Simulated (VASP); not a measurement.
# LiCaF3 (Pmmm) in VASP: a series of runs

Runs on LiCaF3. Level: PBE. Tasks: single point.

All numbers are computed with VASP 6.6.1; they aren't measurements. Logs are shortened: lines on timing, memory, paths and dates and some standing lists are left out, and cuts for length are marked.

## 1. The cell of the first run

Symmetry: Pmmm, No. 47, orthorhombic system. The conventional cell has a = 3.409 Å, b = 3.761 Å, c = 4.114 Å, α = 90.00°, β = 90.00°, γ = 90.00°. Li (site symmetry mmm) has 4 F at 1.70 to 1.88 Å as nearest neighbours. Around Ca (site symmetry mmm) lie 12 F at 2.54 to 2.79 Å. Around F (site symmetry mmm) lie 2 Li at 2.06 Å. Around F (site symmetry mmm) lie 2 Li at 1.88 Å. Around F (site symmetry mmm) lie 2 Li at 1.70 Å.

The cell comes from a database or a generator and needn't be the stable form of this composition.

## 2. Single point, PBE (strain +0.0937 x Voigt [1, -1, 0, 0, 0, 0], atoms carried along)

The input, INCAR:

```
PREC = Accurate
ENCUT = 520
EDIFF = 1E-7
ISMEAR = 0
SIGMA = 0.05
LREAL = F
LASPH = T
NELM = 80
ALGO = Normal
ISIF = 2
LWAVE = F
LCHARG = F
GGA = PE
NBANDS = 25
```

The input, KPOINTS:

```
regular mesh
0
Gamma
  6 6 6
```

The input, POSCAR:

```
LiCaF3
1.0
    4.1136725628      0.0000000000      0.0000000000
    0.0000000000      3.4088154372      0.0000000000
    0.0000000000      0.0000000000      3.7612440000
Li Ca F
1 1 3
Direct
    0.5000000000      0.5000000000      0.5000000000
    0.0000000000      0.0000000000      0.0000000000
    0.0000000000      0.5000000000      0.5000000000
    0.5000000000      0.5000000000      0.0000000000
    0.5000000000      0.0000000000      0.5000000000
```

Potentials or basis: VASP PAW PBE potentials, release 64 (Li_sv, Ca_sv, F).

On the command line:

```sh
cat potpaw_PBE.64/Li_sv/POTCAR potpaw_PBE.64/Ca_sv/POTCAR potpaw_PBE.64/F/POTCAR > POTCAR
mpirun -np 1 vasp_std > vasp.out
```

OUTCAR:

```text
PREC = Accurate
   ENCUT = 520
   EDIFF = 1E-7
   ISMEAR = 0
   LREAL = F
   LASPH = T
   NELM = 80
   ISIF = 2
   GGA = PE

 ion  position               nearest neighbor table
   1  0.500  0.500  0.500-   5 1.70   5 1.70   4 1.88   4 1.88   3 2.06   3 2.06
   2  0.000  0.000  0.000-   3 2.54   3 2.54   3 2.54   3 2.54
   3  0.000  0.500  0.500-   1 2.06   1 2.06   2 2.54   2 2.54   2 2.54   2 2.54
   4  0.500  0.500  0.000-   1 1.88   1 1.88
   5  0.500  0.000  0.500-   1 1.70   1 1.70

  LATTYP: Found a simple orthorhombic cell.
 ALAT       =     3.4088154372
 B/A-ratio  =     1.1033873993
 C/A-ratio  =     1.2067747986

  Lattice vectors:

 A1 = (   0.0000000000,   3.4088154372,   0.0000000000)
 A2 = (   0.0000000000,   0.0000000000,   3.7612440000)
 A3 = (   4.1136725628,   0.0000000000,   0.0000000000)

Analysis of symmetry for initial positions (statically):
=====================================================================
 Subroutine PRICEL returns:
 Original cell was already a primitive cell.

 Routine SETGRP: Setting up the symmetry group for a
 simple orthorhombic supercell.

 Subroutine GETGRP returns: Found  8 space group operations
 (whereof  8 operations were pure point group operations)
 out of a pool of  8 trial point group operations.

The static configuration has the point symmetry D_2h.

Analysis of symmetry for dynamics (positions and initial velocities):
=====================================================================
 Subroutine PRICEL returns:
 Original cell was already a primitive cell.

 Routine SETGRP: Setting up the symmetry group for a
 simple orthorhombic supercell.

 Subroutine GETGRP returns: Found  8 space group operations
 (whereof  8 operations were pure point group operations)
 out of a pool of  8 trial point group operations.

The dynamic configuration has the point symmetry D_2h.

 Subroutine INISYM returns: Found  8 space group operations
 (whereof  8 operations are pure point group operations),
 and found     1 'primitive' translations

----------------------------------------------------------------------------------------

                                     Primitive cell

  volume of cell :      52.7430

  direct lattice vectors                    reciprocal lattice vectors
[... 86 lines left out ...]
   ICHARG =      2    charge: 1-file 2-atom 10-const
   ISPIN  =      1    spin polarized calculation?
   LNONCOLLINEAR =      F non collinear calculations
   LSORBIT =      F    spin-orbit coupling
   LASPH  =      T    aspherical Exc in radial PAW
   ENCUT  =  520.0 eV  38.22 Ry    6.18 a.u.   7.65  6.34  6.99*2*pi/ulx,y,z
   NELM   =     80;   NELMIN=  2; NELMDL= -5     # of ELM steps
   EDIFF  = 0.1E-06   stopping-criterion for ELM
   LREAL  =      F    real-space projection
   EDIFFG = 0.1E-05   stopping-criterion for IOM
   NSW    =      0    number of steps for IOM
   IBRION =     -1    ionic relax: 0-MD 1-quasi-New 2-CG
   NFREE  =      0    steps in history (QN), initial steepest desc. (CG)
   ISIF   =      2    stress and relaxation
   ISYM   =      2    0-nonsym 1-usesym 2-fastsym
   POTIM  = 0.5000    time-step for ionic-motion
   TEBEG  =    0.0;   TEEND  =   0.0 temperature during run
   PSTRESS=    0.0 pullay stress
   NELECT =      34.0000    total number of electrons
   NUPDOWN=      -1.0000    fix difference up-down
   EMIN   =  10.00;   EMAX   =-10.00  energy-range for DOS
   EFERMI =   0.00;   METHOD = LEGACY
   ISMEAR =     0;   SIGMA  =   0.05  broadening in eV -4-tet -1-fermi 0-gaus
   EFERMI_NEDOS =   21; number of points for ismear=-14 and -15
   IALGO  =     38    algorithm
   IMIX   =      4    mixing-type and parameters
     AMIX     =   0.40;   BMIX     =  1.00
     AMIX_MAG =   1.60;   BMIX_MAG =  1.00
  volume/ion in A,a.u.               =      10.55        71.19
  Fermi-wavevector in a.u.,A,eV,Ry     =   1.414207  2.672463 27.211389  1.999981
  Thomas-Fermi vector in A             =   2.535773
   LORBIT       =      0    0 simple, 1 ext, 2 COOP (PROOUT), +10 PAW based schemes
   GGA     = PE    functional components
   LHFCALC =     F    Hartree Fock is set to
   AEXX    =    0.0000 exact exchange contribution
   IVDW    =     0    specifies the selected vdW correction
   LEPSILON=     F    determine dielectric tensor
   LRPA    =     F    only Hartree local field effects (RPA)
 non-spin polarized calculation
 Gauss-broadening in eV      SIGMA  =   0.05
  energy-cutoff  :      520.00
  volume of cell :       52.74
 maximum number of plane-waves:      1444
 NGX is ok and might be reduce to    32
   NGX = 15   NGY = 13   NGZ = 13

 number of electron      33.9999988 magnetization

 Free energy of the ion-electron system (eV)
  ---------------------------------------------------
  ext. energy  EPLUGINS =         0.00000000
  ---------------------------------------------------
  free energy    TOTEN  =       -25.70316909 eV

  energy without entropy =      -25.70316909  energy(sigma->0) =      -25.70316909

 E-fermi :   1.1562     XC(G=0): -10.3031

 val. band max:        0.8676094474   @ k =   0.5000   0.5000   0.5000
 cond. band min:       5.7972077732   @ k =   0.0000   0.0000   0.0000
 fundamental gap:      4.9295983258
 Fermi energy:         1.1562419864

 k-point     1 :       0.0000    0.0000    0.0000
  band No.  band energies     occupation
      1     -39.8511      2.00000
      2     -37.7488      2.00000
      3     -20.3135      2.00000
      4     -19.5003      2.00000
      5     -18.7640      2.00000
      6     -18.6591      2.00000
[... 661 lines left out ...]
     24      12.2227      0.00000
     25      15.5604      0.00000

 [... further k-points ...]
[... 5 lines left out ...]
  --------------------------------------------------------------------------------------
  -------------------------------------------------------------------------------------
  Total       -2.9795192      5.4181036      0.5535976      0.0000000      0.0000000      0.0000000
  in kB      -90.5090600    164.5861068     16.8166727      0.0000000      0.0000000      0.0000000
  external PRESSURE =      30.2979065 kB  Pullay stress =       0.0000000 kB

 VOLUME and BASIS-vectors are now :
 -----------------------------------------------------------------------------
  energy-cutoff  :      520.00
  volume of cell :       52.74
      direct lattice vectors                 reciprocal lattice vectors
     4.113672563  0.000000000  0.000000000     0.243091783  0.000000000  0.000000000
     0.000000000  3.408815437  0.000000000     0.000000000  0.293357038  0.000000000
     0.000000000  0.000000000  3.761244000     0.000000000  0.000000000  0.265869484

 POSITION                                       TOTAL-FORCE (eV/Angst)
 -----------------------------------------------------------------------------------
      2.05684      1.70441      1.88062         0.000000      0.000000      0.000000
      0.00000      0.00000      0.00000         0.000000      0.000000      0.000000
      0.00000      1.70441      1.88062         0.000000      0.000000      0.000000
      2.05684      1.70441      0.00000         0.000000      0.000000      0.000000
      2.05684      0.00000      1.88062         0.000000      0.000000      0.000000
 -----------------------------------------------------------------------------------
    total drift:                                0.000000     -0.000000     -0.000000

  FREE ENERGIE OF THE ION-ELECTRON SYSTEM (eV)
  ---------------------------------------------------
  free  energy   TOTEN  =       -25.7031690877 eV

  energy  without entropy=      -25.7031690877  energy(sigma->0) =      -25.70316909
```

Run time: 1.8 min. Hardware: 1 thread of Intel Xeon Platinum 8259CL at 2.50GHz (Skylake/Cascade Lake), shared host; peak memory 0.22 GiB.

What came out:

| Property | Result |
| --- | --- |
| Free energy | -25.7032 eV |
| Band gap on the k mesh | 4.93 eV, indirect (least direct gap 5.20 eV) |

Caveat: the cutoff is under 1.25 times the usual one of these potentials, so pressure, stress and relaxed cells hold a basis-set (Pulay) error. A k mesh can miss the band edges.

## 3. Single point, PBE (strain -0.1500 x Voigt [1, -1, 0, 0, 0, 0], atoms carried along)

The input, INCAR:

```
SYSTEM = LiCaF3
ALGO = Normal ; EDIFF = 1E-6
ENCUT = 520 ; GGA = PE
ISIF = 2 ; ISMEAR = 0
LASPH = .True. ; LCHARG = .False.
LREAL = .False. ; LWAVE = .False.
NBANDS = 25 ; NELM = 80
PREC = Accurate ; SIGMA = 0.05
```

The input, KPOINTS:

```
k-points
0
Gamma
  6 6 6
  0 0 0
```

Changes to POSCAR since step 2:

```diff
@@ -2,4 +2,4 @@
 1.0
-    4.1136725628      0.0000000000      0.0000000000
-    0.0000000000      3.4088154372      0.0000000000
+    3.1970574000      0.0000000000      0.0000000000
+    0.0000000000      4.3254306000      0.0000000000
     0.0000000000      0.0000000000      3.7612440000
```

Potentials or basis: VASP PAW PBE potentials, release 64 (Li_sv, Ca_sv, F).

On the command line:

```sh
cat potpaw_PBE.64/Li_sv/POTCAR potpaw_PBE.64/Ca_sv/POTCAR potpaw_PBE.64/F/POTCAR > POTCAR
mpirun -np 1 vasp_std > vasp.out
```

Wall time 77 s (1 thread of Intel Xeon Platinum 8259CL at 2.50GHz (Skylake/Cascade Lake), shared host); peak memory 0.21 GiB.

It converged, with:

```yaml
Free_energy: -25.0019 eV
Band_gap_on_the_k_mesh: 3.86 eV, indirect (least direct gap 4.05 eV)
```

Levels at points of the mesh, in eV from the valence-band top:
```
           k point  band 13  band 14  band 15  band 16  band 17  band 18  band 19  band 20  band 21  band 22
(0.00, 0.00, 0.00)    -2.51    -1.89    -1.08    -0.85    -0.19     3.86     5.68     6.15     6.39     7.06
(0.50, 0.00, 0.00)    -2.16    -1.95    -1.87    -1.54    -1.54     6.86     6.95     7.09     7.39     7.73
(0.00, 0.50, 0.00)    -3.15    -2.97    -1.73    -0.93    -0.21     4.49     6.24     7.00     7.10     7.54
(0.50, 0.50, 0.00)    -2.39    -2.20    -1.64    -1.32    -1.12     5.92     7.12     7.22     7.61     7.67
(0.00, 0.00, 0.50)    -2.25    -1.99    -1.85    -1.52    -1.12     4.99     6.90     7.02     7.16     8.00
(0.50, 0.00, 0.50)    -2.96    -2.71    -2.03    -0.41    -0.02     6.26     6.75     6.97     7.40     7.97
(0.00, 0.50, 0.50)    -2.16    -2.08    -1.77    -1.64    -1.64     5.31     6.56     7.58     7.66     7.98
(0.50, 0.50, 0.50)    -1.93    -1.92    -1.24    -0.39     0.00     5.45     5.95     6.10     7.07     7.80
```

Caveat: the cutoff is under 1.25 times the usual one of these potentials, so pressure, stress and relaxed cells hold a basis-set (Pulay) error. A k mesh can miss the band edges.

## 4. Single point, PBE (strain +0.0562 x Voigt [1, -1, 0, 0, 0, 0], atoms carried along)

The input, INCAR:

```
SYSTEM = LiCaF3
ALGO     = Normal         ! electronic algorithm
EDIFF    = 1E-7           ! SCF threshold, eV
ENCUT    = 520            ! plane-wave cutoff, eV
GGA      = PE             ! functional
ISIF     = 2              ! what is computed and relaxed
ISMEAR   = 0              ! smearing method
LASPH    = .True.         ! aspherical terms in the spheres
LCHARG   = .True.         ! write CHGCAR
LELF     = .True.         ! ELF
LREAL    = .False.        ! projectors in reciprocal space
LVHAR    = .True.       
LWAVE    = .False.        ! write WAVECAR
NBANDS   = 25             ! bands
NELM     = 60             ! most SCF steps
PREC     = Accurate       ! precision mode
SIGMA    = 0.05           ! smearing width, eV
```

KPOINTS is that of step 3.

Changes to POSCAR since step 3:

```diff
@@ -2,4 +2,4 @@
 1.0
-    3.1970574000      0.0000000000      0.0000000000
-    0.0000000000      4.3254306000      0.0000000000
+    3.9726259128      0.0000000000      0.0000000000
+    0.0000000000      3.5498620872      0.0000000000
     0.0000000000      0.0000000000      3.7612440000
```

On the command line:

```sh
cat potpaw_PBE.64/Li_sv/POTCAR potpaw_PBE.64/Ca_sv/POTCAR potpaw_PBE.64/F/POTCAR > POTCAR
mpirun -np 1 vasp_std > vasp.out
```

Run time: 1.9 min. Hardware: 1 thread of Intel Xeon Platinum 8259CL at 2.50GHz (Skylake/Cascade Lake), shared host; peak memory 0.21 GiB.

Results (log left out):

| Quantity | Value |
| --- | --- |
| Free energy | -25.9552 eV |
| Band gap on the k mesh | 5.60 eV, indirect (least direct gap 5.88 eV) |

Levels at points of the mesh, in eV from the valence-band top:
| k point | band 14 | band 15 | band 16 | band 17 | band 18 | band 19 | band 20 | band 21 |
| --- | --- | --- | --- | --- | --- | --- | --- | --- |
| (0.00, 0.00, 0.00) | -1.17 | -0.49 | -0.48 | -0.28 | 5.60 | 6.26 | 6.60 | 7.51 |
| (0.50, 0.00, 0.00) | -1.83 | -1.47 | -0.65 | -0.37 | 6.50 | 7.06 | 7.81 | 8.21 |
| (0.00, 0.50, 0.00) | -1.34 | -1.27 | -1.23 | -1.01 | 7.37 | 7.66 | 7.74 | 8.28 |
| (0.50, 0.50, 0.00) | -1.73 | -1.45 | -0.55 | -0.50 | 7.35 | 7.67 | 8.24 | 8.43 |
| (0.00, 0.00, 0.50) | -1.55 | -1.40 | -1.11 | -0.60 | 6.73 | 7.47 | 7.81 | 8.18 |
| (0.50, 0.00, 0.50) | -1.57 | -1.49 | -0.90 | -0.78 | 7.15 | 7.46 | 8.39 | 8.53 |
| (0.00, 0.50, 0.50) | -2.00 | -1.63 | -0.29 | -0.04 | 7.39 | 7.97 | 8.14 | 8.19 |
| (0.50, 0.50, 0.50) | -0.80 | -0.44 | -0.26 | 0.00 | 6.92 | 6.99 | 7.01 | 8.23 |

Caveat: the cutoff is under 1.25 times the usual one of these potentials, so pressure, stress and relaxed cells hold a basis-set (Pulay) error. A k mesh can miss the band edges.

## 5. Overview

| cell | gap on the mesh (eV) |
| --- | --- |
| strain +0.0937 x Voigt [1, -1, 0, 0, 0, 0], atoms carried along | 4.93 |
| strain -0.1500 x Voigt [1, -1, 0, 0, 0, 0], atoms carried along | 3.86 |
| strain +0.0562 x Voigt [1, -1, 0, 0, 0, 0], atoms carried along | 5.60 |

Alike in all rows: task single point; level PBE; potentials or basis VASP PAW PBE potentials, release 64 (Li_sv, Ca_sv, F); no spin polarisation; k mesh 6 × 6 × 6; cutoff (eV) 520; smearing gaussian 0.05 eV.

Caveats: the cutoff is under 1.25 times the usual one of these potentials, so pressure, stress and relaxed cells hold a basis-set (Pulay) error.

Total energies depend on the potentials used, so only differences within one code and one set of settings carry meaning.
